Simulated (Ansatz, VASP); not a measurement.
## Cross-check of Ti2CSO (Ti2COS MXene monolayer) between VASP and Ansatz

Wanted: the spread between two codes on one cell, functional and k mesh. The structure shown is the start of the Ansatz relaxation below; VASP solves that cell, so the two are compared at the walk's first step.

Program: Ansatz 0.2.0. Level of theory: plane waves, with VASP 6.6.1 beside it; single point at PBE with D3(BJ). Results are calculated unless marked as measured.

## Step 1: Starting point

The cell holds 5 atoms: 1 S, 2 Ti, 1 C and 1 O. Its edges and angles: a = 3.100 Å, b = 3.100 Å, c = 34.352 Å, α = 90.0°, β = 90.0°, γ = 120.0°. Vacuum lies along c. The height across the vacuum is the one that the program set for its solve, not the one typed.

## Step 2: Ansatz: relaxation, PBE with D3(BJ)

Ansatz runs on its default PAW (the set named soft_2) files.

The two programs are compared at the cell with which this relaxation starts, whose forces are those of its first step.

input.yaml reads:

```yaml
crystal:
  lattice:
    - [3.10024, 0.0, 0.0]
    - [-1.55012, 2.6848865978, 0.0]
    - [0.0, 0.0, 23.2757761211]
  atoms:
    - { symbol: S, position: [0.3333333333, 0.6666666667, 0.3866680945] }
    - { symbol: Ti, position: [0.6666666667, 0.3333333333, 0.4610361367] }
    - { symbol: C, position: [0.0, 0.0, 0.513591725] }
    - { symbol: Ti, position: [0.3333333333, 0.6666666667, 0.5661473133] }
    - { symbol: O, position: [0.6666666667, 0.3333333333, 0.6133319055] }
  periodic: [true, true, false]
kpoints:
  mp_grid: { grid: [12, 12, 1] }
hamiltonian:
  xc: pbe
  dispersion: d3bj
scf:
  occupations: { method: fermi_dirac, width: 0.05 }
  convergence: { dr2_threshold: 1.0e-09 }
relax:
  f_tol: 0.004
  max_steps: 90
  cell: {}
output:
  write_potential: true
  write_density: true
  volumetric_format: npy
```

On the command line:

```sh
$ ansatz run input.yaml --threads 2 --pin off --max-ram 3072MiB --backend cpu --events-out ev --progress --plain --runs-dir out
```

Numbers of over 12 decimals in the logs are rounded to 6 here.

Output:

```text
Warning: crystal.periodic: the lattice vector that does not repeat stood 0.000° off the slab's normal, 23.276 Å along it as the deck builds it. The run solves the slab on a vector along the normal, 34.352 Å long, with every atom where it was (on the deck's vector they left 18.00 Å outside them, and the widest stretch free of ions among them is 1.73 Å). A fractional position that the run reports is one of the run's ce [...]
Warning: relax.cell: scf.convergence.dr2_threshold = 1e-9 eV is looser than the 2.14271018915e-10 eV advised for a relaxation that steers and ends on the stress (1e-10 eV for each atom of the cell: 5, times the square of relax.cell.stress_2d_tol = 0.05 N/m over 15.3 Å (the atoms' height at the walk's start and 5 Å past either face), 3.273e-2 GPa, over a crystal's default 0.05). What an SCF threshold leaves in a stress goes as its square root, and in the free energy as the threshold itself, and one threshold admits the most on a small cell: [figures from the program's tests cut] Set scf.convergence.dr2_threshold to 2.14271018915e-10 eV or tighter. [rest of the remark cut]
crystal.periodic: the lattice vector that does not repeat stood 0.000° off the slab's normal, 23.276 Å along it as the deck builds it. The run solves the slab on a vector along the normal, 34.352 Å long, with every atom where it was (on the deck's vector they left 18.00 Å outside them, and the widest stretch free of ions among them is 1.73 Å). A fractional position that the run reports is one of the run's cell, which [...]
Engine: ansatz 0.2.0, aarch64-unknown-linux-gnu
Pseudopotentials: kind: paw
Pseudopotential: S, paw, valence charge 6, recommended cutoff 420 eV (normal), S.paw.azcp
Pseudopotential: Ti, paw, valence charge 12, recommended cutoff 420 eV (normal), Ti.paw.azcp
Pseudopotential: C, paw, valence charge 4, recommended cutoff 420 eV (normal), C.paw.azcp
Pseudopotential: O, paw, valence charge 6, recommended cutoff 420 eV (normal), O.paw.azcp
Functional definition: PBE
  parameter kappa = 0.804
  parameter beta = 0.066725
  exchange = pbe_x(kappa = kappa, mu = beta*pi^2/3)
  correlation = pbe_c(beta = beta)
Crystal: 5 atoms, lattice volume = 285.935 Å³
[...]
Crystal: 5 atoms, lattice volume = 281.826 Å³
iter 1 solved again at ethr=1.01e-7 eV; its pass at ethr=3.10e-3 eV (dr2=4.06e-5 eV) is discarded
SCF iter   1: F=—  HF=-6726.373092 eV  |F-HF|=—  |Δ(HF+E_count)|=         —  Δρ=4.90e-5  dr2=3.98e-5  ethr=1.01e-7  ⟨swp⟩=2.3  Hψ=3690  notcnv=0
preconditioner: auto → LDOS  [metal: Δε(μ)=0.095 eV  Ē_g=7.765 eV  σ=0.050 eV  W_gap=0.44  n_scr=20 (ndim 8)  ℏωp=10.8 eV  f_vac=0.758  D(μ)=1.12/eV (n_scr^D=8)  β→1.0]
SCF iter   2: F=—  HF=-6726.373124 eV  |F-HF|=—  |Δ(HF+E_count)|=   3.20e-5  Δρ=7.16e-5  dr2=6.69e-5  ethr=9.95e-8  ⟨swp⟩=2.6  Hψ=799  notcnv=0
SCF iter   3: F=—  HF=-6726.373118 eV  |F-HF|=—  |Δ(HF+E_count)|=   6.44e-6  Δρ=1.51e-5  dr2=2.24e-6  ethr=9.95e-8  ⟨swp⟩=2.4  Hψ=687  notcnv=0
SCF iter   4: F=—  HF=-6726.373173 eV  |F-HF|=—  |Δ(HF+E_count)|=   5.48e-5  Δρ=2.16e-6  dr2=3.08e-8  ethr=5.59e-9  ⟨swp⟩=2.8  Hψ=756  notcnv=0
SCF iter   5: F=—  HF=-6726.373173 eV  |F-HF|=—  |Δ(HF+E_count)|=   7.03e-8  Δρ=9.88e-7  dr2=2.86e-9  ethr=7.70e-11  ⟨swp⟩=3.2  Hψ=1039  notcnv=0
SCF iter   6: F=-6726.373173 eV  HF=-6726.373173 eV  |F-HF|=2.35e-9  |Δ(HF+E_count)|=   1.48e-8  Δρ=3.85e-7  dr2=5.49e-10  ethr=2.50e-12  ⟨swp⟩=11.9  Hψ=3831  notcnv=0
SCF 7 converged in 6 iterations: F = -6726.373173 eV  dr2 = 5.49e-10
relax step   7: F+E_penalty+E_count = -6726.37317272 eV  Δ(F+E_penalty+E_count) = -4.552e-5 eV  max|allowed force component| = 1.091e-4 eV/Å  Δτ_max = 0.0006 Å  P = -0.002 N/m  Ω = 281.826 Å³  energy of the carried Pulay correction = +1.629e-3 eV  fix = [c, alpha, beta]  reactions: c -0.000 N/m  (6 SCF iters, accepted)
Initial wavefunctions: pseudopotential atomic-orbital guess (no wavefunctions were taken with the density)
iter 1 solved again at ethr=1.95e-7 eV; its pass at ethr=3.10e-3 eV (dr2=7.79e-5 eV) is discarded
SCF iter   1: F=—  HF=-6726.371673 eV  |F-HF|=—  |Δ(HF+E_count)|=         —  Δρ=3.48e-5  dr2=5.57e-7  ethr=1.95e-7  ⟨swp⟩=6.2  Hψ=5418  notcnv=0
SCF iter   2: F=—  HF=-6726.371766 eV  |F-HF|=—  |Δ(HF+E_count)|=   9.27e-5  Δρ=1.83e-5  dr2=8.47e-7  ethr=1.39e-9  ⟨swp⟩=4.2  Hψ=1330  notcnv=0
SCF iter   3: F=—  HF=-6726.371766 eV  |F-HF|=—  |Δ(HF+E_count)|=   9.33e-8  Δρ=8.66e-6  dr2=3.51e-7  ethr=1.39e-9  ⟨swp⟩=2.6  Hψ=864  notcnv=0
SCF iter   4: F=—  HF=-6726.371766 eV  |F-HF|=—  |Δ(HF+E_count)|=   1.35e-8  Δρ=2.36e-6  dr2=1.51e-8  ethr=8.79e-10  ⟨swp⟩=2.6  Hψ=751  notcnv=0
SCF iter   5: F=-6726.371766 eV  HF=-6726.371766 eV  |F-HF|=1.37e-8  |Δ(HF+E_count)|=   4.47e-8  Δρ=4.34e-7  dr2=6.06e-10  ethr=2.50e-12  ⟨swp⟩=13.9  Hψ=4898  notcnv=0
SCF 8 converged in 5 iterations: F = -6726.371766 eV  dr2 = 6.06e-10
relax step   8: F+E_penalty+E_count = -6726.37176571 eV  Δ(F+E_penalty+E_count) = +1.407e-3 eV  max|allowed force component| = 2.971e-4 eV/Å  Δτ_max = 0.0000 Å  P = -0.041 N/m  Ω = 281.826 Å³  fix = [c, alpha, beta]  reactions: c -0.000 N/m  stress off target by 4.12e-2 N/m on what of the cell is left free  SCF on the basis re-selected at this cell (its energy is not comparable with the rows above)  (5 SCF iters)
basis re-selected at this cell: Δ(F+E_penalty+E_count) = +1.407e-3 eV, ΔP = -0.040 N/m vs the last step (what re-selecting the basis moved, of the pressure what is left beyond the Pulay correction that the steps carried, after the strain that the cell walked since its last selection, with what the two solves' SCF thresholds leave and, on support functions, any second-order correction that the steps lacked; it is no m [...]
WARN: The output density's exchange-correlation potential varies sharply where the density is thin. Do not read a vacuum level from v_tot or v_xc, or from such a field of the output density. On a cell that repeats whose density bears no net charge and no dipole along the vacuum's axis use v_es (v_loc + v_h of the components); under efield.dipole_correction with no amplitude use v_es + v_field, which holds any externa [...]
SCF converged after 5 iterations
Free energy (F): -6726.371766 eV
Harris-Foulkes:  -6726.371766 eV  (|F-HF|=1.37e-8)
Internal energy: -6726.362810 eV  (E = F + TS)
E sigma→0 (E₀):  -6726.367288 eV
Entropy (-TS):   -0.008955 eV (-1.791 meV/atom)
Fermi energy:    -5.785881 eV
--- Per-component energies (eV) ---
  E_band       = -1004.913302
  E_kinetic    = 918.008309
  E_local      = -118295.481740  (includes V_loc(G=0)·N_el)
  E_nonlocal   = 113.300378
  E_hartree    = 58566.365591
  E_xc         = -417.214466
  E_vxc        = -489.513148  (∫ρ·V_xc dr)
  E_paw        = -2949.433845  (= ΣΔE_a)
  E_vpaw       = -383.962357  (= ΣTr[D̂ρ^β])
  E_aug_tail   = 0.002753  (compensation charges beyond the density's cutoff)
  E_ewald      = 55339.559454
  E_disp       = -1.469245  (pairwise vdW)
  E_smearing   = -0.008955  (= −TS)
  E_closure    = 0.000000  (closes the sum)
  Σ components = -6726.371766   (vs F -6726.371766, Δ=0.00e0)
--- Forces (eV/Å), atoms counted from 1 ---
  atom   1  S     -0.00000000    -0.00000000     0.00008165
  atom   2  Ti     0.00000000     0.00000000    -0.00012334
  atom   3  C     -0.00000000    -0.00000000     0.00011823
  atom   4  Ti     0.00000000     0.00000000     0.00022612
  atom   5  O      0.00000000     0.00000000    -0.00029566
  max |Σ_I F_I| component: 7.00e-6 eV/Å
--- 2D stress c σ (N/m, compression-positive) ---
       -0.041217       0.000000      -0.000000
        0.000000      -0.041217      -0.000000
       -0.000000      -0.000000      -0.000000
  P = ½ c Tr σ = -0.0412 N/m
--- Band table (eV; the first three rows and the last of 19) ---
  k-point 0: bands = ["-63.5403", "-62.4954", "-39.8092", "-39.6230", "-39.6230", "-38.7937", "-38.6180", "-38.6180", "-24.6589", "-19.3939", "-16.7295", "-11.4753", "-10.7614", "-10.7614", "-9.6037", "-7.6739", "-7.6739", "-7.0351", "-5.1526", "-5.1526", "-4.8223", "-4.8223", "-4.5796", "-4.0125", "-4.0125"]
  k-point 1: bands = ["-63.5370", "-62.4923", "-39.8037", "-39.6518", "-39.6288", "-38.7892", "-38.6424", "-38.6235", "-24.6235", "-19.2911", "-16.6879", "-11.3828", "-10.8519", "-10.7140", "-9.4913", "-8.0443", "-7.6828", "-6.8560", "-5.8599", "-5.5800", "-4.9930", "-4.5365", "-4.2188", "-3.9126", "-3.8482"]
  k-point 2: bands = ["-63.5280", "-62.4839", "-39.7915", "-39.7268", "-39.6446", "-38.7770", "-38.7083", "-38.6382", "-24.5307", "-18.9961", "-16.5631", "-11.2062", "-10.9085", "-10.5905", "-9.4283", "-8.4492", "-7.7384", "-7.3305", "-6.6140", "-6.0202", "-5.2949", "-4.4308", "-3.9953", "-3.7427", "-3.3884"]
  k-point 18: bands = ["-63.4849", "-62.4438", "-39.9527", "-39.8681", "-39.7062", "-38.8684", "-38.8571", "-38.7209", "-24.1592", "-17.1555", "-15.4769", "-11.1394", "-10.6261", "-10.5025", "-10.1173", "-9.4274", "-9.3556", "-8.6232", "-8.4055", "-8.1219", "-4.5034", "-4.3168", "-3.4159", "-3.1686", "-3.1090"]
  the weakly bound empty levels are not read free of the cell's end (no_gap_told)
--- Relaxed structure (7 steps of the walk, 7 accepted, 1 SCFs on fresh bases) ---
  F+E_penalty+E_count = -6726.37176571 eV   max|allowed force component| = 2.971e-4 eV/Å   (the final SCF, on the basis selected at the relaxed cell)
  cell:  # Å, volume = 281.8261 Å³
    - [3.077883, 0.0, 0]
    - [-1.538941, 2.665525, 0]
    - [0, 0, 34.351552]
  atoms:
    - { symbol: S, position: [0.333333, 0.666667, 0.265836] }
    - { symbol: Ti, position: [0.666667, 0.333333, 0.312422] }
    - { symbol: C, position: [-2.4841058256195016e-19, -4.96821165123901e-19, 0.346948] }
    - { symbol: Ti, position: [0.333333, 0.666667, 0.385332] }
    - { symbol: O, position: [0.666667, 0.333333, 0.411030] }
```

In the SCF lines HF is the Harris–Foulkes energy and dr2 the Hartree energy of the density residual, in eV; the loop may stop once dr2 is under the threshold and the program's other checks hold. Hψ counts applications of the Hamiltonian.

(Part 1 of 2 ends here.)

[Lines on the potential files, build, host, timing and source positions are cut from VASP's logs without a mark.]

[Logs are printed without paths, hosts, clocks, repeated set-up lines and the standing remarks that a program may print on its own settings, such as how far it seeks lower states.]

[Hosts, paths, dates, database ids (printed as entryN), source tags and the programs' standing remarks are cut or masked in the printed files.]
